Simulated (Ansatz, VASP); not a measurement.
# Two plane-wave programs on Na3ScTe3

```
Na Sc Te
1.0
     6.15114    0.00000    0.00000
     0.00000    6.15114    0.00000
     0.00000    0.00000    6.15114
Na Sc Te
3 1 3
Direct
  0.50000 0.50000 0.00000
  0.00000 0.50000 0.50000
  0.50000 0.00000 0.50000
  0.50000 0.50000 0.50000
  0.50000 0.00000 0.00000
  0.00000 0.50000 0.00000
  0.00000 0.00000 0.50000
```

Change from the starting cell: species swapped into the La3GaBr3 type (Pm-3m, No. 221).

Alike in both runs: functional PBE; k mesh 6 × 6 × 6; occupations gaussian, width 0.1 eV; no spin polarisation.

Ansatz relaxed the structure, and its values are those at the end. VASP's run is a single point on that final structure, the one shown.

```csv
,VASP,Ansatz
version,VASP 6.6.1,Ansatz 0.2.0
potentials or method,"VASP PAW PBE potentials, release 64 (Na_pv, Sc_sv, Te)","scalar-relativistic, plane waves, PAW"
plane-wave cutoff (eV),520,420
valence electrons in the cell,50,86
```

|  | VASP | Ansatz | Ansatz less VASP |
| --- | --- | --- | --- |
| gap on the k mesh at the Fermi level (eV) | none | none | - |
| pressure (GPa) | 0.0 | 0.0 | -0.01 |

A gap of «none» marks a metal or a gap that the smearing closes. The two sets of potentials don't hold the same shells in valence.

The runs have no spin-orbit coupling, so splittings on Te are missing.
